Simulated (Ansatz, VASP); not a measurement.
# NaTePbI in two plane-wave programs, part 2 of 2

Aim: how closely do two programs agree when they are given the same cell, functional and k mesh? The cell is generated by rule, not measured, and may not be a known phase. The cell is taken from a series of runs on this material, whose earlier steps may have relaxed, scaled, displaced or heated it; both programs get it as it stands.

VASP 6.6.1 and Ansatz 0.2.0.

So far: Starting point; VASP: relaxation of cell and atoms, LDA.

The structure was built from a prototype and need not be the compound's stable phase.

## 3. Ansatz: relaxation of cell and atoms, LDA

Level of this step: Ansatz beside VASP: Kohn-Sham DFT, plane waves, LDA (Ansatz).

Ansatz runs on its default PAW (the set named soft_2) files.

The same cell, functional (in two slightly different forms) and mesh now go to Ansatz, which takes its cutoff from its data sets.

input.yaml

```yaml
crystal:
  lattice:
    - [3.1739261469, 3.1739261469, 0.0]
    - [-3.1739261469, 3.1739261469, 0.0]
    - [0.0, 0.0, 12.7459508392]
  atoms:
    - { symbol: I, position: [0.5, 0.5, 0.0037687315] }
    - { symbol: I, position: [0.0, 0.0, 0.2462312685] }
    - { symbol: Na, position: [0.0, 0.0, 0.0008419331] }
    - { symbol: Na, position: [0.5, 0.5, 0.2491580669] }
    - { symbol: Pb, position: [0.0, 0.0, 0.5115558555] }
    - { symbol: Pb, position: [0.5, 0.5, 0.7384441445] }
    - { symbol: Te, position: [0.5, 0.5, 0.4969246793] }
    - { symbol: Te, position: [0.0, 0.0, 0.7530753207] }
kpoints:
  mp_grid: { grid: [8, 8, 2] }
hamiltonian:
  xc: lda
scf:
  occupations: { method: fixed }
output:
  forces: true
  stress: true
  eigenvalues: true
relax:
  adjacent_minimum: "off"
  f_tol: 0.001
  max_steps: 60
  cell: { stress_tol: 0.01 }
```

Launch:

```
$ ansatz run input.yaml --threads 4 --pin off --max-ram 14336MiB --backend cpu --events-out ev --progress --plain --runs-dir out
```

Numbers of over 12 decimals in the logs are rounded to 6 here.

What it wrote:

```text
Engine: ansatz 0.2.0, aarch64-unknown-linux-gnu
Pseudopotentials: kind: paw
Pseudopotential: I, paw, valence charge 17, recommended cutoff 420 eV (normal), I.paw.azcp
Pseudopotential: Na, paw, valence charge 9, recommended cutoff 420 eV (normal), Na.paw.azcp
Pseudopotential: Pb, paw, valence charge 14, recommended cutoff 420 eV (normal), Pb.paw.azcp
Pseudopotential: Te, paw, valence charge 16, recommended cutoff 420 eV (normal), Te.paw.azcp
Functional definition: SPW92
  exchange = slater_x
  correlation = pw_c
Crystal: 8 atoms, lattice volume = 256.801 Å³
Basis set: ecut = 420 eV, 5051 PW (Γ)
Bands: 68, of which v1, the nominal top of the filled ones, is band 56 counted from 1 (55 counted from 0)
Symmetry: 16 space group operations
Space group: P4/nmm (ITA 129), of the structure as read, at distance tolerance 6.4e-5 Å
k-points: 30 of 128
Non-local potential: I, projectors of the file, l = 0: 2, l = 1: 2, l = 2: 2, l = 3: 2
Non-local potential: Na, projectors of the file, l = 0: 3, l = 1: 2, l = 2: 1
Non-local potential: Pb, projectors of the file, l = 0: 2, l = 1: 2, l = 2: 2, l = 3: 2
Non-local potential: Te, projectors of the file, l = 0: 2, l = 1: 2, l = 2: 2, l = 3: 2
PAW form: soft (Blöchl's): semilocal exchange-correlation on the pseudo side does not see the compensation charge
PAW frozen core: I, regenerated for the run's functional, and the local potential with it (the file was generated under x = pbe(κ = 0.804, μ = 0.219515), c = pbe(β = 0.066725))
PAW frozen core: Na, regenerated for the run's functional, and the local potential with it (the file was generated under x = pbe(κ = 0.804, μ = 0.219515), c = pbe(β = 0.066725))
PAW frozen core: Pb, regenerated for the run's functional, and the local potential with it (the file was generated under x = pbe(κ = 0.804, μ = 0.219515), c = pbe(β = 0.066725))
PAW frozen core: Te, regenerated for the run's functional, and the local potential with it (the file was generated under x = pbe(κ = 0.804, μ = 0.219515), c = pbe(β = 0.066725))
PAW one-centre angular grid: I, 590 points (default); XC on 64 Gauss nodes
PAW one-centre angular grid: Na, 110 points (default); XC on 64 Gauss nodes
PAW one-centre angular grid: Pb, 590 points (default); XC on 64 Gauss nodes
PAW one-centre angular grid: Te, 590 points (default); XC on 64 Gauss nodes
Initial density: superposition of atomic densities (neutral atoms: chi_scale 0, normalization atom), corrected by the library's trained network
Initial wavefunctions: pseudopotential atomic-orbital guess
Functional: x = slater, c = lda
SCF iter   1: F=—  HF=-54510.366464 eV  |F-HF|=—  |Δ(HF+E_count)|=         —  Δρ=5.36e-3  dr2=6.80e-2  ethr=1.77e-3  ⟨swp⟩=5.4  Hψ=7256  notcnv=0  defer=291
preconditioner: auto → Resta (q_TF=auto, 2.376 Å⁻¹)  ε∞=2.7  [insulator: Δε(μ)=1.258 eV  Ē_g=13.244 eV  n_scr=56 (ndim 8)  ℏωp=17.3 eV  f_vac=0.034  ε∞_Penn≈2.7]
SCF iter   2: F=—  HF=-54510.345139 eV  |F-HF|=—  |Δ(HF+E_count)|=   2.13e-2  Δρ=2.14e-3  dr2=6.46e-3  ethr=6.07e-5  ⟨swp⟩=2.9  Hψ=4169  notcnv=0  defer=300
SCF iter   3: F=—  HF=-54510.343995 eV  |F-HF|=—  |Δ(HF+E_count)|=   1.14e-3  Δρ=7.04e-4  dr2=8.73e-4  ethr=5.76e-6  ⟨swp⟩=2.2  Hψ=2902  notcnv=0  defer=300
SCF iter   4: F=—  HF=-54510.343961 eV  |F-HF|=—  |Δ(HF+E_count)|=   3.46e-5  Δρ=1.58e-4  dr2=8.07e-5  ethr=7.79e-7  ⟨swp⟩=2.0  Hψ=2275  notcnv=0  defer=300
SCF iter   5: F=—  HF=-54510.343976 eV  |F-HF|=—  |Δ(HF+E_count)|=   1.49e-5  Δρ=3.37e-5  dr2=3.73e-6  ethr=7.20e-8  ⟨swp⟩=2.0  Hψ=3071  notcnv=0  defer=295
SCF iter   6: F=—  HF=-54510.343975 eV  |F-HF|=—  |Δ(HF+E_count)|=   1.59e-7  Δρ=1.00e-5  dr2=2.55e-7  ethr=3.33e-9  ⟨swp⟩=2.0  Hψ=3224  notcnv=0  defer=295
SCF iter   7: F=-54510.343975 eV  HF=-54510.343976 eV  |F-HF|=6.56e-9  |Δ(HF+E_count)|=   2.53e-8  Δρ=2.16e-6  dr2=1.26e-8  ethr=8.93e-11  ⟨swp⟩=15.9  Hψ=13089  notcnv=0
SCF 1 converged in 7 iterations: F = -54510.343975 eV  dr2 = 1.26e-8
  greatest PAW one-centre occupation: 1.000 electrons in one spin orbital (limit 2), on the I atom at site 1 (counted from 0), in its partial waves of l = 2
relax step   1: F+E_penalty+E_count = -54510.34397550 eV  Δ(F+E_penalty+E_count) = +0.000e0 eV  max|allowed force component| = 5.111e-3 eV/Å  Δτ_max = 0.0000 Å  P = +0.002 GPa  Ω = 256.801 Å³  (7 SCF iters, dr2 threshold 1.00e-7 eV, accepted)
[...]
relax step   3: F+E_penalty+E_count = -54510.34397891 eV  Δ(F+E_penalty+E_count) = +7.195e-7 eV  max|allowed force component| = 2.258e-4 eV/Å  Δτ_max = 0.0004 Å  P = -0.000 GPa  Ω = 256.843 Å³  energy of the carried Pulay correction = -6.150e-6 eV  (5 SCF iters, dr2 threshold 2.70e-10 eV, accepted)
[...]
relax step   4: F+E_penalty+E_count = -54510.34398216 eV  Δ(F+E_penalty+E_count) = -3.250e-6 eV  max|allowed force component| = 2.214e-4 eV/Å  Δτ_max = 0.0000 Å  P = -0.000 GPa  Ω = 256.843 Å³  stress off target by 6.33e-4 GPa  SCF on the basis re-selected at this cell (its energy is not comparable with the rows above)  (4 SCF iters)
basis re-selected at this cell: Δ(F+E_penalty+E_count) = -3.250e-6 eV, ΔP = +0.000 GPa vs the last step (what re-selecting the basis moved, of the pressure what is left beyond the Pulay correction that the steps carried, after the strain that the cell walked since its last selection, with what the two solves' SCF thresholds leave and, on support functions, any second-order correction that the steps lacked; it is no m [...]
SCF converged after 4 iterations
Free energy (F): -54510.343982 eV
Harris-Foulkes:  -54510.343982 eV  (|F-HF|=0.00e0)
Internal energy: -54510.343982 eV  (E = F + TS)
E sigma→0 (E₀):  -54510.343982 eV
Fermi energy:    6.892370 eV
--- Per-component energies (eV) ---
  E_band       = -1843.008195
  E_kinetic    = 1564.690628
  E_local      = -11421.603241  (includes V_loc(G=0)·N_el)
  E_nonlocal   = 161.698175
  E_hartree    = 5522.528723
  E_xc         = -1019.797619
  E_vxc        = -836.976964  (∫ρ·V_xc dr)
  E_paw        = -39032.903294  (= ΣΔE_a)
  E_vpaw       = -2355.874150  (= ΣTr[D̂ρ^β])
  E_aug_tail   = -0.000133  (compensation charges beyond the density's cutoff)
  E_ewald      = -10288.003326
  E_core_change = 3.046105  (= ΣΔE_core)
  E_smearing   = -0.000000  (= −TS)
  E_closure    = -0.000000  (closes the sum)
  Σ components = -54510.343982   (vs F -54510.343982, Δ=0.00e0)
--- Forces (eV/Å), atoms counted from 1 ---
  atom   1  I     -0.00000000     0.00000000    -0.00022141
  atom   2  I      0.00000000    -0.00000000     0.00022141
  atom   3  Na     0.00000000    -0.00000000     0.00012270
  atom   4  Na    -0.00000000     0.00000000    -0.00012270
  atom   5  Pb     0.00000000    -0.00000000     0.00008091
  atom   6  Pb    -0.00000000     0.00000000    -0.00008091
  atom   7  Te     0.00000000    -0.00000000     0.00003477
  atom   8  Te    -0.00000000    -0.00000000    -0.00003477
  max |Σ_I F_I| component: 6.78e-21 eV/Å
--- Stress (GPa, compression-positive) ---
       -0.000264      -0.000000       0.000000
       -0.000000      -0.000264      -0.000000
        0.000000      -0.000000      -0.000633
  P = ⅓ Tr σ = -0.0004 GPa (-0.004 kbar)
--- Band table (eV; the first three rows and the last of 30) ---
  k-point 0: bands = [... 52 lower, 4.8820, 5.4683, 5.4683, 5.8999, 9.5271, 9.5342, 10.3530, 10.4364, ... 8 higher]
  k-point 1: bands = [... 52 lower, 5.3252, 5.3252, 5.6542, 5.7554, 8.8792, 9.4369, 10.4403, 10.6577, ... 8 higher]
  k-point 2: bands = [... 52 lower, 4.9370, 5.5363, 5.7360, 5.8560, 9.4587, 9.8171, 10.5001, 10.6018, ... 8 higher]
  k-point 29: bands = [... 52 lower, 4.1970, 4.1970, 5.5546, 5.5546, 9.2308, 9.2308, 10.7358, 10.7358, ... 8 higher]
--- Relaxed structure (3 steps of the walk, 3 accepted, 1 SCFs on fresh bases) ---
  F+E_penalty+E_count = -54510.34398216 eV   max|allowed force component| = 2.214e-4 eV/Å   (the final SCF, on the basis selected at the relaxed cell)
  cell:  # Å, volume = 256.8427 Å³
    - [3.174350, 3.174350, 0]
    - [-3.174350, 3.174350, 0]
    - [0, 0, 12.744640]
  atoms:
    - { symbol: I, position: [0.5, 0.5, 0.0038158] }
    - { symbol: I, position: [0, 0, 0.246184] }
    - { symbol: Na, position: [0, 0, 0.000848521] }
    - { symbol: Na, position: [0.5, 0.5, 0.249151] }
    - { symbol: Pb, position: [0, 0, 0.511535] }
    - { symbol: Pb, position: [0.5, 0.5, 0.738465] }
    - { symbol: Te, position: [0.5, 0.5, 0.497024] }
    - { symbol: Te, position: [0, 0, 0.752976] }
```

## 4. Comparison

Known differences besides the potentials themselves: the two LDA forms differ slightly; fixed occupations in Ansatz, narrow Gaussian smearing in VASP; the data sets hold 112 valence electrons in Ansatz (on its default PAW (the set named soft_2) files) and 68 in VASP; the cutoff is 420 eV in Ansatz and 500 eV in VASP; VASP's log shows a relativistic correction to its local exchange, Ansatz's none; Ansatz adds a Pulay correction to the stress that steers its cell, VASP none. Total energies have different zeros and are not compared.

Both answers:

```tsv
quantity	Ansatz	VASP	difference
volume (Å³)	256.84	257.25	-0.16 %
edge a after relaxation, in the typed setting (Å)	4.489	4.492	-0.06 %
edge c after relaxation, in the typed setting (Å)	12.745	12.751	-0.05 %
```

## 5. Outcome

```json
{"difference in volume (relaxation of cell and atoms, LDA)": "-0.16 %"}
```

The difference in volume is -0.16 % (relaxation of cell and atoms, LDA), within the 1.2 % picked in this series as the mark of a large difference, as far as the stopping tolerances let one tell. The data sets hold unlike numbers of valence electrons (112 in Ansatz and 68 in VASP), so part of the differences comes from the potentials. 1 further run of this series is not shown here. How closely two codes agree says nothing of how well the functional describes the real material.

[Lines on the potential files, build, host, timing and source positions are cut from VASP's logs without a mark.]

[Logs are printed without paths, hosts, clocks, repeated set-up lines and the standing remarks that a program may print on its own settings, such as how far it seeks lower states.]

[Hosts, paths, dates, database ids (printed as entryN), source tags and the programs' standing remarks are cut or masked in the printed files.]
